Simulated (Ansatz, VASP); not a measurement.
## AlRu in two plane-wave programs

Aim: how closely do two programs agree when they are given the same cell, functional and k mesh? The cell is taken from a series of runs on this material, whose earlier steps may have relaxed, scaled, displaced or heated it; both programs get it as it stands.

Main program and level: Ansatz 0.2.0; plane waves, with VASP 6.6.1 beside it; single point at LDA.

## Step 1: Set-up

The structure is cubic, space group Pm-3m (No. 221). Conventional cell: a = 2.992 Å, b = 2.992 Å, c = 2.992 Å, α = 90.00°, β = 90.00°, γ = 90.00°. Nearest to Ru lie 8 Al at 2.59 Å. Al has 8 Ru at 2.59 Å nearest. Farther neighbours are not listed.

## Step 2: Ansatz: single point, LDA

Ansatz runs on its default PAW (the set named soft_2) files.

A single point gives forces, pressure and levels at one fixed geometry, so differences don't come from the geometry; what else differs is listed under the comparison.

input.yaml reads:

```yaml
crystal:
  lattice:
    - [2.9916, 0.0, 0.0]
    - [0.0, 2.9916, 0.0]
    - [0.0, 0.0, 2.9916]
  atoms:
    - { symbol: Ru, position: [0.5, 0.5, 0.5] }
    - { symbol: Al, position: [0.0, 0.0, 0.0] }
kpoints:
  mp_grid: { grid: [8, 8, 8] }
  band_path:
    path:
      - [[0.0, 0.0, 0.0], [0.0, 0.5, 0.0], [0.5, 0.5, 0.0], [0.0, 0.0, 0.0], [0.5, 0.5, 0.5], [0.0, 0.5, 0.0]]
      - [[0.5, 0.5, 0.0], [0.5, 0.5, 0.5]]
    npoints: 8
scf:
  occupations: { method: fermi_dirac, width: 0.05 }
  n_extra_bands: 6
hamiltonian:
  xc: lda
  pseudopotentials: { kind: paw }
output:
  forces: true
  stress: true
  populations: true
  write_bands: true
```

Launch:

```
> ansatz run input.yaml --threads 4 --pin off --max-ram 8192MiB --backend cpu --events-out ev --progress --plain --runs-dir out
```

Numbers of over 12 decimals in the logs are rounded to 6 here.

Log:

```text
scf.n_extra_bands = 6 over 10 filled bands (N_el = 19.0): the run solves 16 bands
Engine: ansatz 0.2.0, x86_64-unknown-linux-gnu
Pseudopotentials: kind: paw
Pseudopotential: Ru, paw, valence charge 16, recommended cutoff 420 eV (normal), Ru.paw.azcp
Pseudopotential: Al, paw, valence charge 3, recommended cutoff 420 eV (normal), Al.paw.azcp
Functional definition: SPW92
  exchange = slater_x
  correlation = pw_c
Crystal: 2 atoms, lattice volume = 26.774 Å³
Basis set: ecut = 420 eV, 485 PW (Γ)
Bands: 16, of which v1, the nominal top of the filled ones, is band 10 counted from 1 (9 counted from 0)
Symmetry: 48 space group operations
Space group: Pm-3m (ITA 221), of the structure as read, at distance tolerance 3.0e-5 Å
k-points: 35 of 512
Non-local potential: Ru, projectors of the file, l = 0: 3, l = 1: 2, l = 2: 2, l = 3: 1
Non-local potential: Al, projectors of the file, l = 0: 2, l = 1: 2, l = 2: 1
PAW form: soft (Blöchl's): semilocal exchange-correlation on the pseudo side does not see the compensation charge
PAW frozen core: Ru, regenerated for the run's functional, and the local potential with it (the file was generated under x = pbe(κ = 0.804, μ = 0.219515), c = pbe(β = 0.066725))
PAW frozen core: Al, regenerated for the run's functional, and the local potential with it (the file was generated under x = pbe(κ = 0.804, μ = 0.219515), c = pbe(β = 0.066725))
PAW one-centre angular grid: Ru, 590 points (default); XC on 64 Gauss nodes
PAW one-centre angular grid: Al, 110 points (default); XC on 64 Gauss nodes
Initial density: superposition of atomic densities (neutral atoms: chi_scale 0, normalization atom), corrected by the library's trained network
Initial wavefunctions: pseudopotential atomic-orbital guess
Functional: x = slater, c = lda
SCF iter   1: F=—  HF=-6272.408750 eV  |F-HF|=—  |Δ(HF+E_count)|=         —  Δρ=6.97e-3  dr2=1.28e-2  ethr=1.77e-3  ⟨swp⟩=5.3  Hψ=3109  notcnv=0  defer=9
preconditioner: auto → none  [metal: Δε(μ)=0.044 eV  Ē_g=10.917 eV  σ=0.050 eV  W_gap=0.22  n_scr=6 (ndim 8)  ℏωp=23.8 eV  f_vac=0.000  D(μ)=2.59/eV (n_scr^D=26)  sad-step TF]
SCF iter   2: F=—  HF=-6272.407291 eV  |F-HF|=—  |Δ(HF+E_count)|=   1.46e-3  Δρ=4.19e-3  dr2=5.47e-3  ethr=6.72e-5  ⟨swp⟩=1.7  Hψ=873  notcnv=0  defer=16
SCF iter   3: F=—  HF=-6272.406189 eV  |F-HF|=—  |Δ(HF+E_count)|=   1.10e-3  Δρ=4.94e-4  dr2=7.20e-5  ethr=2.88e-5  ⟨swp⟩=1.8  Hψ=652  notcnv=0  defer=16
SCF iter   4: F=—  HF=-6272.406176 eV  |F-HF|=—  |Δ(HF+E_count)|=   1.22e-5  Δρ=1.26e-4  dr2=2.44e-6  ethr=3.79e-7  ⟨swp⟩=2.1  Hψ=658  notcnv=0  defer=16
iter 5 did not close the SCF: its close was put off for the readings that it lacked (scf_convergence_deferred on its scf_iter line)
SCF iter   5: F=-6272.406176 eV  HF=-6272.406176 eV  |F-HF|=3.92e-9  |Δ(HF+E_count)|=   1.85e-7  Δρ=1.14e-5  dr2=9.33e-9  ethr=1.29e-8  ⟨swp⟩=2.4  Hψ=789  notcnv=0  defer=16
SCF iter   6: F=-6272.406176 eV  HF=-6272.406176 eV  |F-HF|=4.09e-11  |Δ(HF+E_count)|=  2.55e-10  Δρ=2.69e-6  dr2=3.39e-10  ethr=4.91e-11  ⟨swp⟩=5.2  Hψ=2106  notcnv=0
SCF 1 converged in 6 iterations: F = -6272.406176 eV  dr2 = 3.39e-10
  greatest PAW one-centre occupation: 1.000 electrons in one spin orbital (limit 2), on the Ru atom at site 0 (counted from 0), in its partial waves of l = 0
NSCF: frozen V_eff on 50 k-points
SCF converged after 6 iterations
Free energy (F): -6272.406176 eV
Harris-Foulkes:  -6272.406176 eV  (|F-HF|=4.09e-11)
Internal energy: -6272.386636 eV  (E = F + TS)
E sigma→0 (E₀):  -6272.396406 eV
Entropy (-TS):   -0.019540 eV (-9.770 meV/atom)
Fermi energy:    15.891004 eV
--- Per-component energies (eV) ---
  E_band       = -124.095620
  E_kinetic    = 543.362296
  E_local      = -1804.382873  (includes V_loc(G=0)·N_el)
  E_nonlocal   = 360.760359
  E_hartree    = 638.503148
  E_xc         = -230.630099
  E_vxc        = -270.477239  (∫ρ·V_xc dr)
  E_paw        = -3785.802870  (= ΣΔE_a)
  E_vpaw       = -230.364748  (= ΣTr[D̂ρ^β])
  E_aug_tail   = -0.000222  (compensation charges beyond the density's cutoff)
  E_ewald      = -1994.823776
  E_core_change = 0.627401  (= ΣΔE_core)
  E_smearing   = -0.019540  (= −TS)
  E_closure    = -0.000000  (closes the sum)
  Σ components = -6272.406176   (vs F -6272.406176, Δ=0.00e0)
--- Forces (eV/Å), atoms counted from 1 ---
  atom   1  Ru     0.00000000    -0.00000000     0.00000000
  atom   2  Al    -0.00000000     0.00000000     0.00000000
  max |Σ_I F_I| component: 2.43e-29 eV/Å
--- Stress (GPa, compression-positive) ---
       -7.778694      -0.000000       0.000000
        0.000000      -7.778694       0.000000
        0.000000      -0.000000      -7.778694
  P = ⅓ Tr σ = -7.7787 GPa (-77.787 kbar)
--- Band table (eV; the first three rows and the last of 35) ---
  k-point 0: bands = [... 6 lower, 12.2523, 16.0373, 16.0373, 16.0373, 21.8545, 21.8545, 21.8545, 26.8198, ... 2 higher]
  k-point 1: bands = [... 6 lower, 12.3547, 15.6868, 15.6868, 16.0738, 20.6314, 22.4299, 22.4299, 26.1873, ... 2 higher]
  k-point 2: bands = [... 6 lower, 12.6190, 15.0010, 15.0010, 16.1637, 18.9052, 23.7938, 23.7938, 24.8774, ... 2 higher]
  k-point 34: bands = [... 6 lower, 11.2254, 17.4532, 17.4532, 18.3077, 19.9456, 19.9456, 19.9456, 24.4130, ... 2 higher]
--- Löwdin populations: 2 sites ---
  site symbol       q [e]
     0     Ru     16.0267
     1     Al      2.8790
  spilling = 0.004965 (of n_electrons = 19.000000)
```

In the SCF lines HF is the Harris–Foulkes energy and dr2 the Hartree energy of the density residual, in eV; the loop may stop once dr2 is under the threshold and the program's other checks hold. Hψ counts applications of the Hamiltonian.

## Step 3: VASP: single point, LDA

The same cell, functional (in two slightly different forms), mesh and smearing now go to VASP, with its own data sets.

Lines of VASP's logs that name or quote its potential files are left out, and so is its time.

INCAR reads:

```
SYSTEM = AlRu
PREC = Accurate
ENCUT = 500
EDIFF = 1E-06
NELM = 120
ISMEAR = -1
SIGMA = 0.05
LREAL = .FALSE.
ALGO = Normal
GGA = PW92
NBANDS = 14
LASPH = .TRUE.
LORBIT = 11
LWAVE = .FALSE.
LCHARG = .FALSE.
ISIF = 2
GGA_COMPAT = .FALSE.
```

POSCAR reads:

```
AlRu
1.0
    2.9916000000      0.0000000000      0.0000000000
    0.0000000000      2.9916000000      0.0000000000
    0.0000000000      0.0000000000      2.9916000000
Ru Al
1 1
Direct
    0.5000000000      0.5000000000      0.5000000000
    0.0000000000      0.0000000000      0.0000000000
```

KPOINTS reads:

```
Automatic mesh
0
Gamma
8 8 8
0 0 0
```

The projector-augmented-wave data sets are Ru_pv and Al (LDA family, release 64).

Launch:

```
> mpirun -np 1 vasp_std
```

Log:

```text
[banner, memory and clock lines left out]
running    1 mpi-ranks, on    1 nodes
 distrk:  each k-point on    1 cores,    1 groups
 distr:  one band on    1 cores,    1 groups

 POSCAR found type information on POSCAR RuAl
 POSCAR found :  2 types and       2 ions
|                                                                             |
|               ----> ADVICE to this user running VASP <----                  |
|                                                                             |
|     You enforced a specific xc type in the INCAR file but a different       |
|     [... a line on the potential file left out ...]
|     I HOPE YOU KNOW WHAT YOU ARE DOING!                                     |
|                                                                             |

 LDA part: xc-table for (Slater(with rela. corr.)+PW92), standard interpolation
 POSCAR, INCAR and KPOINTS ok, starting setup
 FFT: planning ... GRIDC
 FFT: planning ... GRID_SOFT
 FFT: planning ... GRID
 WAVECAR not read
 entering main loop
       N       E                     dE             d eps       ncg     rms          rms(c)
DAV:   1     0.117127604421E+03    0.11713E+03   -0.92089E+03   988   0.110E+03
DAV:   2    -0.148788408538E+02   -0.13201E+03   -0.12610E+03  1118   0.321E+02
DAV:   3    -0.167901583048E+02   -0.19113E+01   -0.19045E+01  1154   0.413E+01
DAV:   4    -0.168046139117E+02   -0.14456E-01   -0.14451E-01  1292   0.362E+00
DAV:   5    -0.168048434500E+02   -0.22954E-03   -0.22953E-03  1224   0.371E-01    0.123E+01
DAV:   6    -0.162355521079E+02    0.56929E+00   -0.26588E+00  1010   0.186E+01    0.246E+00
DAV:   7    -0.161420937514E+02    0.93458E-01   -0.25793E-01  1016   0.600E+00    0.219E+00
DAV:   8    -0.161214614791E+02    0.20632E-01   -0.23947E-02  1160   0.116E+00    0.212E-01
DAV:   9    -0.161213099193E+02    0.15156E-03   -0.83563E-04  1260   0.156E-01    0.129E-01
DAV:  10    -0.161212853732E+02    0.24546E-04   -0.56004E-05  1192   0.908E-02    0.143E-02
DAV:  11    -0.161212841591E+02    0.12142E-05   -0.56147E-06  1256   0.286E-02    0.624E-03
DAV:  12    -0.161212840296E+02    0.12951E-06   -0.17281E-07   784   0.412E-03
   1 F= -.16121284E+02 E0= -.16111596E+02  d E =-.193753E-01
```

Parts of OUTCAR (step 3):

```text
ion  position               nearest neighbor table
   1  0.500  0.500  0.500-   2 2.59   2 2.59   2 2.59   2 2.59   2 2.59   2 2.59   2 2.59   2 2.59

  LATTYP: Found a simple cubic cell.
 ALAT       =     2.9916000000

 Subroutine GETGRP returns: Found 48 space group operations
 (whereof 48 operations were pure point group operations)

The static configuration has the point symmetry O_h .

 Found     35 irreducible k-points:

   k-points           NKPTS =     35   k-points in BZ     NKDIM =     35   number of bands    NBANDS=     14

   dimension x,y,z NGX =    24 NGY =   24 NGZ =   24
   dimension x,y,z NGXF=    48 NGYF=   48 NGZF=   48

   ENCUT  =  500.0 eV  36.75 Ry    6.06 a.u.   5.45  5.45  5.45*2*pi/ulx,y,z

   NELECT =      17.0000    total number of electrons

 k-points in reciprocal lattice and weights: Automatic mesh
   0.00000000  0.00000000  0.00000000       0.002
   0.12500000  0.00000000  0.00000000       0.012
   0.25000000  0.00000000  0.00000000       0.012
   0.37500000  0.00000000  0.00000000       0.012
   0.50000000  0.00000000  0.00000000       0.006
   0.12500000  0.12500000  0.00000000       0.023
   0.25000000  0.12500000  0.00000000       0.047
   0.37500000  0.12500000  0.00000000       0.047
   0.50000000  0.12500000  0.00000000       0.023
[...]
0.50000000  0.50000000  0.37500000       0.012
   0.50000000  0.50000000  0.50000000       0.002

 average (electrostatic) potential at core
       1 -68.4199       2 -66.8667

 E-fermi :  10.5766

 k-point     1 :       0.0000    0.0000    0.0000
  band No.  band energies     occupation
    ...
      2     -31.0275      2.00000
      3     -31.0275      2.00000
      4       0.8569      2.00000
      5       6.9322      2.00000
      6       6.9322      2.00000
      7      10.7209      0.10566
      8      10.7209      0.10566
      9      10.7209      0.10565
     10      16.5393      0.00000
     11      16.5393      0.00000
    ...

 k-point     2 :       0.1250    0.0000    0.0000
  band No.  band energies     occupation
    ...
      4       1.1552      2.00000
      5       7.0260      2.00000
      6       7.0346      2.00000
      7      10.3696      1.96866
      8      10.3696      1.96866
      9      10.7573      0.05249
     10      15.3187      0.00000
     11      17.1174      0.00000
     12      17.1174      0.00000
     13      20.9201      0.00000
    ...

 k-point     3 :       0.2500    0.0000    0.0000
  band No.  band energies     occupation
    ...
      4       2.0087      2.00000
      5       7.0346      2.00000
      6       7.2990      2.00000
      7       9.6825      2.00000
      8       9.6825      2.00000
      9      10.8467      0.00898
     10      13.5935      0.00000
     11      18.4891      0.00000
     12      18.4891      0.00000
     13      19.6029      0.00000
    ...

  Total       -1.2395116     -1.2395116     -1.2395116      0.0000000      0.0000000      0.0000000
  in kB      -74.1738128    -74.1738128    -74.1738128      0.0000000      0.0000000      0.0000000
  external PRESSURE =     -74.1738128 kB  Pullay stress =       0.0000000 kB

  energy-cutoff  :      500.00
  volume of cell :       26.77
      direct lattice vectors                 reciprocal lattice vectors
     2.991600000  0.000000000  0.000000000     0.334269287  0.000000000  0.000000000
     0.000000000  2.991600000  0.000000000     0.000000000  0.334269287  0.000000000
     0.000000000  0.000000000  2.991600000     0.000000000  0.000000000  0.334269287

 POSITION                                       TOTAL-FORCE (eV/Angst)
 -----------------------------------------------------------------------------------
      1.49580      1.49580      1.49580         0.000000      0.000000      0.000000
      0.00000      0.00000      0.00000         0.000000      0.000000      0.000000
 -----------------------------------------------------------------------------------
    total drift:                                0.000000     -0.000000     -0.000000

  FREE ENERGIE OF THE ION-ELECTRON SYSTEM (eV)
  ---------------------------------------------------
  free  energy   TOTEN  =       -16.1212840296 eV

  energy  without entropy=      -16.1019087427  energy(sigma->0) =      -16.11159639

 total charge
# of ion       s       p       d       tot
------------------------------------------
    1        0.337   6.241   6.224  12.803
    2        0.397   0.424   0.000   0.822
--------------------------------------------------
tot          0.734   6.666   6.224  13.625

[... 3 further parts left out ...]
```

The run ends at a pressure of -7.42 GPa.

## Step 4: Side by side

Known differences besides the potentials themselves: the data sets hold 19 valence electrons in Ansatz (on its default PAW (the set named soft_2) files) and 17 in VASP; the cutoff is 420 eV in Ansatz and 500 eV in VASP; VASP's log shows a relativistic correction to its local exchange, Ansatz's none. Total energies have different zeros and are not compared.

The two programs side by side:

```csv
quantity,Ansatz,VASP,difference
pressure (GPa),-7.78,-7.42,-0.36
```

## Step 5: Results

| Quantity | Value |
| --- | --- |
| difference in pressure (single point, LDA) | -0.36 GPa |

In words: The difference in pressure is -0.36 GPa (single point, LDA), within the 1 GPa picked in this series as the mark of a large difference. The data sets hold unlike numbers of valence electrons (19 in Ansatz and 17 in VASP), so part of the differences comes from the potentials. Such differences can come from data sets, numerical settings and the points named under the comparisons, not from the functional's error against experiment.

[Lines on the potential files, build, host, timing and source positions are cut from VASP's logs without a mark.]

[Logs are printed without paths, hosts, clocks, repeated set-up lines and the standing remarks that a program may print on its own settings, such as how far it seeks lower states.]

[Hosts, paths, dates, database ids (printed as entryN), source tags and the programs' standing remarks are cut or masked in the printed files.]
